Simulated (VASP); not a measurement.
Calculation: PBEsol GGA, VASP's PBE PAW potentials (set 64) (plane waves; VASP).

VASP ran on this input.

### POSCAR
```
Zn4S3Te
1
   -0.0000000000     2.7686234863     2.7686234863
    2.7686234863    -0.0000000000     2.7686234863
   11.0797898492    11.0797898492    -0.0052959038
Zn Te S
4 1 3
Direct
  0.0296396642   0.0296396642   0.9777702518
  0.9728244653   0.9728244653   0.2703816511
  0.9907720985   0.9907720985   0.5069209261
  0.0085735348   0.0085735348   0.7435698490
  0.2451278302   0.2451278302   0.0661541274
  0.2330637703   0.2330637703   0.3252021723
  0.2510372251   0.2510372251   0.5617220811
  0.2689614118   0.2689614118   0.7982789412
```

### INCAR
```
SYSTEM = Zn4S3Te
PREC = Accurate; ENCUT = 400; LREAL = .False.
LASPH = .True.; ICHARG = 11
EDIFF = 1E-7; NELM = 100; ALGO = Normal
LMAXMIX = 4
ISMEAR = 0; SIGMA = 0.05
GGA = PS
LWAVE = .False.; LCHARG = .False.; LORBIT = 11
```

### KPOINTS
```
k-points along high-symmetry lines
12
Line-mode
Reciprocal
  0.000000   0.000000   0.000000 ! GAMMA
  0.000000   0.000000  -0.500000 ! T

  0.000000   0.000000  -0.500000 ! T
 -0.328125   0.328125  -0.500000 ! H_2

 -0.343750   0.328125  -0.187500 ! H_0
  0.000000   0.500000   0.500000 ! L

  0.000000   0.500000   0.500000 ! L
  0.000000   0.000000   0.000000 ! GAMMA

  0.000000   0.000000   0.000000 ! GAMMA
 -0.335938   0.335938   0.000000 ! S_0

 -0.335937   0.328125  -0.343750 ! S_2
 -0.500000   0.000000  -1.000000 ! F

 -0.500000   0.000000  -1.000000 ! F
  0.000000   0.000000   0.000000 ! GAMMA
```

POTCAR, in this order: Zn Te S (PBE.64 set). Program: vasp_std. Read from the step before: CHGCAR.

Output

**OUTCAR**
```
 ion  position               nearest neighbor table
   1  0.030  0.030  0.978-   8 2.30   5 2.53   5 2.53   5 2.53
   2  0.973  0.973  0.270-   6 2.37   6 2.37   6 2.37   5 2.61
   3  0.991  0.991  0.507-   6 2.33   7 2.37   7 2.37   7 2.37
   4  0.009  0.009  0.744-   7 2.33   8 2.37   8 2.37   8 2.37
   5  0.245  0.245  0.066-   1 2.53   1 2.53   1 2.53   2 2.61
   6  0.233  0.233  0.325-   3 2.33   2 2.37   2 2.37   2 2.37
   7  0.251  0.251  0.562-   4 2.33   3 2.37   3 2.37   3 2.37
   8  0.269  0.269  0.798-   1 2.30   4 2.37   4 2.37   4 2.37
  LATTYP: Found a trigonal (rhomboedric) cell.
 ALAT       =    12.9950280554
 COS(alpha) =     0.9546086233
 Subroutine PRICEL returns:
 Original cell was already a primitive cell.
 Subroutine GETGRP returns: Found  6 space group operations
The static configuration has the point symmetry C_3v.
The dynamic configuration has the point symmetry C_3v.
 Subroutine INISYM returns: Found  6 space group operations
   k-points           NKPTS =     84   k-points in BZ     NKDIM =     84   number of bands    NBANDS=     43
   number of dos      NEDOS =    301   number of ions     NIONS =      8
   total plane-waves  NPLWV =  84672
   dimension x,y,z NGX =    28 NGY =   28 NGZ =  108
   dimension x,y,z NGXF=    56 NGYF=   56 NGZF=  216
   ions per type =               4   1   3
   PREC   = accura    normal or accurate (medium, high low for compatibility)
   ISTART =      0    job   : 0-new  1-cont  2-samecut
   ICHARG =     11    charge: 1-file 2-atom 10-const
   ISPIN  =      1    spin polarized calculation?
   LNONCOLLINEAR =      F non collinear calculations
   LSORBIT =      F    spin-orbit coupling
   INIWAV =      1    electr: 0-lowe 1-rand  2-diag
   ENCUT  =  400.0 eV  29.40 Ry    5.42 a.u.   6.39  6.39 25.55*2*pi/ulx,y,z
   NELM   =    100;   NELMIN=  2; NELMDL= -5     # of ELM steps
   EDIFF  = 0.1E-06   stopping-criterion for ELM
   LREAL  =      F    real-space projection
   NLSPLINE    = F    spline interpolate recip. space projectors
   LMAXMIX     =    4 max onsite mixed and CHGCAR
   VOSKOWN=      0    Vosko Wilk Nusair interpolation
   EDIFFG = 0.1E-05   stopping-criterion for IOM
   NSW    =      0    number of steps for IOM
...
```

**OSZICAR**
```
       N       E                     dE             d eps       ncg     rms          rms(c)
DAV:   1     0.498291364892E+03    0.49829E+03   -0.28285E+04  7224   0.166E+03
DAV:   2     0.385931376073E+02   -0.45970E+03   -0.44809E+03  7302   0.388E+02
DAV:   3    -0.209805888307E+02   -0.59574E+02   -0.58477E+02  8310   0.133E+02
DAV:   4    -0.233838968807E+02   -0.24033E+01   -0.23929E+01  8578   0.261E+01
DAV:   5    -0.234248868876E+02   -0.40990E-01   -0.40964E-01  9246   0.328E+00
DAV:   6    -0.234256733915E+02   -0.78650E-03   -0.78624E-03  8553   0.431E-01
DAV:   7    -0.234257072827E+02   -0.33891E-04   -0.33886E-04  9368   0.765E-02
DAV:   8    -0.234257083362E+02   -0.10535E-05   -0.10539E-05  8263   0.136E-02
DAV:   9    -0.234257083883E+02   -0.52109E-07   -0.52013E-07  7200   0.272E-03
   1 F= -.23425708E+02 E0= -.23425606E+02  d E =-.203942E-03
```

OUTCAR:
```
 val. band max:        3.8897484313   @ k =   0.0000   0.0000   0.0000

 cond. band min:       4.0776894718   @ k =   0.0000   0.0000   0.0000



 k-point     1 :       0.0000    0.0000    0.0000
  band No.  band energies     occupation
      1     -10.7349      2.00000
      2     -10.3978      2.00000
      3     -10.0356      2.00000
      4      -8.5399      2.00000
      5      -4.1021      2.00000
      6      -4.1021      2.00000
      7      -4.0814      2.00000
      8      -4.0614      2.00000
      9      -4.0614      2.00000
     10      -4.0288      2.00000
     11      -4.0187      2.00000
     12      -4.0187      2.00000
     13      -3.8856      2.00000
     14      -3.6857      2.00000
     15      -3.6857      2.00000
     16      -3.6499      2.00000
     17      -3.6499      2.00000
     18      -3.6274      2.00000
     19      -3.6274      2.00000
     20      -3.5996      2.00000
     21      -3.5996      2.00000
     22      -3.4260      2.00000
     23      -3.4260      2.00000
     24      -3.3960      2.00000
     25      -2.8880      2.00000
     26      -0.5715      2.00000
     27      -0.4093      2.00000
     28       1.2615      2.00000
     29       1.2615      2.00000
     30       1.5747      2.00000
     31       1.5747      2.00000
     32       1.9151      2.00000
     33       1.9151      2.00000
     34       2.4350      2.00000
     35       3.8897      1.99691
     36       3.8897      1.99691
     37       4.0777      0.01843
     38       5.0436      0.00000
     39       5.1817      0.00000
     40       7.0836      0.00000
     41       8.1315      0.00000
     42       8.3448      0.00000
     43       8.3501      0.00000

 k-point     2 :       0.0000    0.0000   -0.0455
  band No.  band energies     occupation
      1     -10.7347      2.00000
      2     -10.3986      2.00000
      3     -10.0350      2.00000
      4      -8.5400      2.00000
      5      -4.1021      2.00000
      6      -4.1021      2.00000
...
```

The density is held fixed in this step, so its total energy and stress have no physical meaning. Unless said otherwise, spin-orbit coupling is left out, though it shifts the bands of the heavy elements here.

The structure was generated: Zn4S3Te was put into an ordered model structure (R3m), which need not be its known phase. It was relaxed first.
